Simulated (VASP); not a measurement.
**WS under changes of volume**

One of the cells (13.879 Å³/atom); the others are scaled copies at fixed shape and fractional positions:

```
W S
1.0
     3.02781    0.00000    0.00000
     0.00000    3.02781    0.00000
     0.00000    0.00000    3.02781
W S
1 1
Direct
  0.50000 0.50000 0.50000
  0.00000 0.00000 0.00000
```

The cell was built by a generator and needn't be a form met in nature.

- Program: VASP 6.6.1
- Functional: PBE
- Potentials or basis: VASP PAW PBE potentials, release 64 (W_sv, S)
- Cutoff: 520 eV
- k mesh: 9 × 9 × 9
- Occupations: fermi-dirac, width 0.05 eV
- Spin: no spin polarisation

| volume (Å³/atom) | energy over the lowest point (meV/atom) | pressure (GPa) |
| --- | --- | --- |
| 12.790 | ? | ? |
| 13.063 | 18.72 | 11.8 |
| 13.335 | 3.44 | 6.0 |
| 13.879 | 0.00 | -3.9 |
| 14.151 | 9.96 | -8.0 |
| 14.423 | 26.58 | -11.7 |

Question: What does the run at 12.790 Å³/atom give?

Answer: Energy over the lowest point 44.50 meV/atom; pressure 18.4 GPa.

Worked out: A Birch-Murnaghan fit of order 3 (a polynomial in V^(-2/3)) to the other rows has its minimum at 13.66 Å³/atom with B0 = V·E''(V) = 242 GPa and B' = 4.7. It gives 44.63 meV/atom at 12.790 Å³/atom, against the run's 44.50, and -dE/dV = 18.6 GPa, against 18.4.

Energies are extrapolated to zero smearing.
